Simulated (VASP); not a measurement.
A cell of Al (fcc) near equilibrium:

```yaml
crystal:
  lattice:
    - [0.00000, 2.00578, 2.00578]
    - [2.00578, 0.00000, 2.00578]
    - [2.00578, 2.00578, 0.00000]
  atoms:
    - { symbol: Al, position: [0.00000, 0.00000, 0.00000] }
```

All values below come from PBEsol GGA, VASP's PBE PAW potentials (set 64) (plane waves; VASP).

| run | ΔE (meV/atom) | σxx | σyy | σzz | largest shear component, with its sign (GPa) | largest force (eV/Å) |
|---|---|---|---|---|---|---|
| as it is | 0.0 | 0.03 | 0.03 | 0.03 | 0.00 | 0.000 |
| after one change | 1.4 | 0.98 | 2.12 | 0.98 | 0.00 | 0.000 |
Stress is in GPa, positive when the cell is compressed.

Task: Name the change that produced these shifts.
A. biaxial strain of -2.0 % in the xy plane
B. uniaxial strain of +4.0 % along x
C. uniaxial strain of -1.5 % along y
D. biaxial strain of -1.5 % in the yz plane

Result: C, uniaxial strain of -1.5 % along y

The compound is Al in the fcc structure.
